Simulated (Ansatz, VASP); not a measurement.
# MgZn3O4: VASP beside Ansatz

Wanted: the spread between two codes on one cell, functional and k mesh. The cell is generated by rule, not measured, and may not be a known phase. The cell is taken from a series of runs on this material, whose earlier steps may have relaxed, scaled, displaced or heated it; both programs get it as it stands.

Method: plane waves, with VASP 6.6.1 beside it; relaxation of cell and atoms at PBEsol, in Ansatz 0.2.0.

## (1) The structure

It takes space group P3m1 (No. 156, trigonal). The conventional cell has a = 3.258 Å, b = 3.258 Å, c = 10.365 Å, α = 90.00°, β = 90.00°, γ = 120.00°. Nearest to Mg lie 4 O at 1.94 to 1.99 Å. Nearest to O lie 4 Zn at 1.94 to 1.99 Å. Nearest to O lie 1 Zn at 1.94 Å and 3 Mg at 1.99 Å. O has 1 Mg at 1.94 Å and 3 Zn at 1.99 Å nearest. Nearest to Zn lie 4 O at 1.94 to 1.99 Å. Farther neighbours and most contacts between anions are not listed.

Structure file:

```cif
data_structure
_symmetry_space_group_name_H-M 'P3m1'
_symmetry_Int_Tables_number 156
_cell_length_a 3.2575
_cell_length_b 3.2575
_cell_length_c 10.3650
_cell_angle_alpha 90.000
_cell_angle_beta 90.000
_cell_angle_gamma 120.000
_cell_volume 95.25
loop_
_atom_site_label
_atom_site_type_symbol
_atom_site_symmetry_multiplicity
_atom_site_Wyckoff_symbol
_atom_site_fract_x
_atom_site_fract_y
_atom_site_fract_z
_atom_site_occupancy
Mg1 Mg 1 a 0.00000 0.00000 0.75000 1
O1 O 1 c 0.66667 0.33333 0.18750 1
O2 O 1 a 0.00000 0.00000 0.43750 1
O3 O 1 c 0.66667 0.33333 0.68750 1
O4 O 1 a 0.00000 0.00000 0.93750 1
Zn1 Zn 1 c 0.66667 0.33333 0.00000 1
Zn2 Zn 1 a 0.00000 0.00000 0.25000 1
Zn3 Zn 1 c 0.66667 0.33333 0.50000 1
```

## (2) Ansatz: relaxation of cell and atoms, PBEsol, pair 1

Ansatz runs on its default PAW (the set named soft_2) files.

The relaxed volume is the usual yardstick between codes: in a stiff, nearly cubic crystal its relative difference is about their pressure difference at one cell divided by the bulk modulus.

File input.yaml:

```yaml
crystal:
  lattice:
    - [3.2575, 0.0, 0.0]
    - [-1.62875, 2.82108, 0.0]
    - [0.0, 0.0, 10.365]
  atoms:
    - { symbol: Mg, position: [0.666667, 0.333333, 0.75] }
    - { symbol: O, position: [0.333333, 0.666667, 0.1875] }
    - { symbol: O, position: [0.666667, 0.333333, 0.4375] }
    - { symbol: O, position: [0.333333, 0.666667, 0.6875] }
    - { symbol: O, position: [0.666667, 0.333333, 0.9375] }
    - { symbol: Zn, position: [0.333333, 0.666667, 0.0] }
    - { symbol: Zn, position: [0.666667, 0.333333, 0.25] }
    - { symbol: Zn, position: [0.333333, 0.666667, 0.5] }
kpoints:
  mp_grid: { grid: [9, 9, 2] }
hamiltonian:
  xc: pbesol
scf:
  occupations: { method: gaussian, width: 0.1 }
output:
  forces: true
  stress: true
  eigenvalues: true
relax:
  adjacent_minimum: "off"
  f_tol: 0.05
  max_steps: 80
  cell: { stress_tol: 0.5 }
```

Launch:

```bash
> ansatz run input.yaml --threads 8 --pin off --max-ram 14336MiB --backend cpu --events-out ev --progress --plain --runs-dir out
```

Numbers of over 12 decimals in the logs are rounded to 6 here.

The log of the run:

```text
Warning: the atoms were moved onto the symmetric positions of the space group found under crystal.symmetry.tolerance 1.0e-5 (fractional; no operation is sought that the atoms, as they stand in a round, miss by more than twice it, and no atom is moved by as much as it), and the run uses the moved positions. Before a round's move an operation carried an atom to 3.26e-6 Å from where it should land, the largest such dist [...]
The last accepted step is kept in <dir> (removed where the run ends without a failure and the disk answers)
Engine: ansatz 0.2.0, x86_64-unknown-linux-gnu
Pseudopotentials: kind: paw
Pseudopotential: Mg, paw, valence charge 10, recommended cutoff 420 eV (normal), Mg.paw.azcp
Pseudopotential: O, paw, valence charge 6, recommended cutoff 420 eV (normal), O.paw.azcp
Pseudopotential: Zn, paw, valence charge 12, recommended cutoff 420 eV (normal), Zn.paw.azcp
Functional definition: PBEsol
  exchange = pbesol_x
  correlation = pbesol_c
Crystal: 8 atoms, lattice volume = 95.251 Å³
Basis set: ecut = 420 eV, 1919 PW (Γ), exchange–correlation on 48×48×144 points (8 copies of the dense FFT grid, shifted against one another)
Bands: 43, of which v1, the nominal top of the filled ones, is band 35 counted from 1 (34 counted from 0)
Symmetry: 6 space group operations
Space group: P3m1 (ITA 156), of the structure as read, at distance tolerance 4.6e-5 Å
k-points: 24 of 162 (time reversal used)
Non-local potential: Mg, projectors of the file, l = 0: 3, l = 1: 2, l = 2: 1
Non-local potential: O, projectors of the file, l = 0: 2, l = 1: 2, l = 2: 1
Non-local potential: Zn, projectors of the file, l = 0: 2, l = 1: 2, l = 2: 3, l = 3: 1
PAW form: soft (Blöchl's): semilocal exchange-correlation on the pseudo side does not see the compensation charge
PAW frozen core: Mg, regenerated for the run's functional, and the local potential with it (the file was generated under x = pbe(κ = 0.804, μ = 0.219515), c = pbe(β = 0.066725))
[...]
SCF iter   2: F=—  HF=-14002.038926 eV  |F-HF|=—  |Δ(HF+E_count)|=   6.61e-4  Δρ=1.02e-3  dr2=6.14e-4  ethr=3.99e-6  ⟨swp⟩=2.5  Hψ=1812  notcnv=0
SCF iter   3: F=—  HF=-14002.038860 eV  |F-HF|=—  |Δ(HF+E_count)|=   6.64e-5  Δρ=4.01e-4  dr2=1.73e-4  ethr=8.77e-7  ⟨swp⟩=2.0  Hψ=1797  notcnv=0
SCF iter   4: F=—  HF=-14002.038821 eV  |F-HF|=—  |Δ(HF+E_count)|=   3.82e-5  Δρ=1.28e-4  dr2=1.72e-5  ethr=2.47e-7  ⟨swp⟩=2.0  Hψ=1836  notcnv=0
SCF iter   5: F=—  HF=-14002.038819 eV  |F-HF|=—  |Δ(HF+E_count)|=   2.45e-6  Δρ=7.06e-5  dr2=4.38e-6  ethr=2.46e-8  ⟨swp⟩=2.0  Hψ=1816  notcnv=0
SCF iter   6: F=-14002.038817 eV  HF=-14002.038817 eV  |F-HF|=3.41e-7  |Δ(HF+E_count)|=   1.52e-6  Δρ=2.09e-5  dr2=6.91e-7  ethr=1.14e-9  ⟨swp⟩=4.0  Hψ=5025  notcnv=0
SCF 3 converged in 6 iterations: F = -14002.038817 eV  dr2 = 6.91e-7
relax step   3: F+E_penalty+E_count = -14002.03881714 eV  Δ(F+E_penalty+E_count) = -1.595e-2 eV  max|allowed force component| = 8.783e-2 eV/Å  Δτ_max = 0.0192 Å  P = +0.093 GPa  Ω = 94.442 Å³  energy of the carried Pulay correction = +3.565e-3 eV  (6 SCF iters, dr2 threshold 8.00e-7 eV, accepted)
[...]
relax step   4: F+E_penalty+E_count = -14002.04105996 eV  Δ(F+E_penalty+E_count) = -2.243e-3 eV  max|allowed force component| = 3.845e-2 eV/Å  Δτ_max = 0.0085 Å  P = +0.085 GPa  Ω = 94.442 Å³  energy of the carried Pulay correction = +3.566e-3 eV  (6 SCF iters, dr2 threshold 4.82e-7 eV, accepted)
[...]
relax step   5: F+E_penalty+E_count = -14002.03805296 eV  Δ(F+E_penalty+E_count) = +3.007e-3 eV  max|allowed force component| = 3.831e-2 eV/Å  Δτ_max = 0.0000 Å  P = +0.033 GPa  Ω = 94.442 Å³  stress off target by 1.62e-1 GPa  SCF on the basis re-selected at this cell (its energy is not comparable with the rows above)  (5 SCF iters)
basis re-selected at this cell: Δ(F+E_penalty+E_count) = +3.007e-3 eV, ΔP = -0.051 GPa vs the last step (what re-selecting the basis moved, of the pressure what is left beyond the Pulay correction that the steps carried, after the strain that the cell walked since its last selection, with what the two solves' SCF thresholds leave and, on support functions, any second-order correction that the steps lacked; it is no m [...]
SCF converged after 5 iterations
Free energy (F): -14002.038053 eV
Harris-Foulkes:  -14002.038053 eV  (|F-HF|=3.72e-9)
Internal energy: -14002.038053 eV  (E = F + TS)
E sigma→0 (E₀):  -14002.038053 eV
Fermi energy:    7.360404 eV
--- Per-component energies (eV) ---
  E_band       = -241.322219
  E_kinetic    = 1169.683352
  E_local      = -7893.989031  (includes V_loc(G=0)·N_el)
  E_nonlocal   = 2151.073240
  E_hartree    = 3137.685969
  E_xc         = -725.691772
  E_vxc        = -567.174440  (∫ρ·V_xc dr)
  E_paw        = -6274.672569  (= ΣΔE_a)
  E_vpaw       = -1376.294368  (= ΣTr[D̂ρ^β])
  E_aug_tail   = 0.008817  (compensation charges beyond the density's cutoff)
  E_ewald      = -5568.728137
  E_core_change = 2.592079  (= ΣΔE_core)
  E_smearing   = -0.000000  (= −TS)
  E_closure    = -0.000000  (closes the sum)
  Σ components = -14002.038053   (vs F -14002.038053, Δ=0.00e0)
--- Forces (eV/Å), atoms counted from 1 ---
  atom   1  Mg     0.00000000    -0.00000000    -0.03830985
  atom   2  O     -0.00000000    -0.00000000     0.00425889
  atom   3  O      0.00000000     0.00000000     0.01473126
  atom   4  O      0.00000000     0.00000000     0.03567753
  atom   5  O      0.00000000     0.00000000     0.00546795
  atom   6  Zn     0.00000000     0.00000000     0.00546229
  atom   7  Zn    -0.00000000    -0.00000000    -0.01772881
  atom   8  Zn     0.00000000     0.00000000    -0.00959027
  max |Σ_I F_I| component: 3.10e-5 eV/Å
--- Stress (GPa, compression-positive) ---
        0.130627       0.000000      -0.000000
        0.000000       0.130627      -0.000000
       -0.000000      -0.000000      -0.161731
  P = ⅓ Tr σ = 0.0332 GPa (0.332 kbar)
--- Band table (eV; the first three rows and the last of 24) ---
  k-point 0: bands = [... 31 lower, 6.4998, 6.6041, 6.7968, 6.7968, 7.9153, 10.3367, 10.7416, 12.8155, ... 4 higher]
  k-point 1: bands = [... 31 lower, 6.5256, 6.5256, 6.7876, 6.7876, 8.7638, 9.1764, 11.5497, 12.5319, ... 4 higher]
  k-point 2: bands = [... 31 lower, 6.2222, 6.3741, 6.5356, 6.7002, 8.6989, 10.7083, 11.1119, 13.2600, ... 4 higher]
  k-point 23: bands = [... 31 lower, 5.0682, 5.1592, 5.2950, 5.3453, 14.1268, 14.5114, 14.6204, 14.6325, ... 4 higher]
--- Relaxed structure (4 steps of the walk, 4 accepted, 1 SCFs on fresh bases) ---
  F+E_penalty+E_count = -14002.03805296 eV   max|allowed force component| = 3.831e-2 eV/Å   (the final SCF, on the basis selected at the relaxed cell)
  cell:  # Å, volume = 94.4420 Å³
    - [3.241004, -1.2210273283108922e-18, 8.287861551564502e-19]
    - [-1.620502, 2.806792, -4.143930775782213e-19]
    - [2.6371036306379877e-18, 0, 10.381862]
  atoms:
    - { symbol: Mg, position: [0.666667, 0.333333, 0.746340] }
    - { symbol: O, position: [0.333333, 0.666667, 0.189303] }
    - { symbol: O, position: [0.666667, 0.333333, 0.439638] }
    - { symbol: O, position: [0.333333, 0.666667, 0.689633] }
    - { symbol: O, position: [0.666667, 0.333333, 0.937466] }
    - { symbol: Zn, position: [0.333333, 0.666667, -0.0011935] }
    - { symbol: Zn, position: [0.666667, 0.333333, 0.249052] }
    - { symbol: Zn, position: [0.333333, 0.666667, 0.499763] }
```

The column dr2 measures how far the density is from self-consistency, as an energy; F and HF (Harris–Foulkes) agree once it is small.

(Part 1 of 3 ends here.)

[Lines on the potential files, build, host, timing and source positions are cut from VASP's logs without a mark.]

[Logs are printed without paths, hosts, clocks, repeated set-up lines and the standing remarks that a program may print on its own settings, such as how far it seeks lower states.]

[Hosts, paths, dates, database ids (printed as entryN), source tags and the programs' standing remarks are cut or masked in the printed files.]
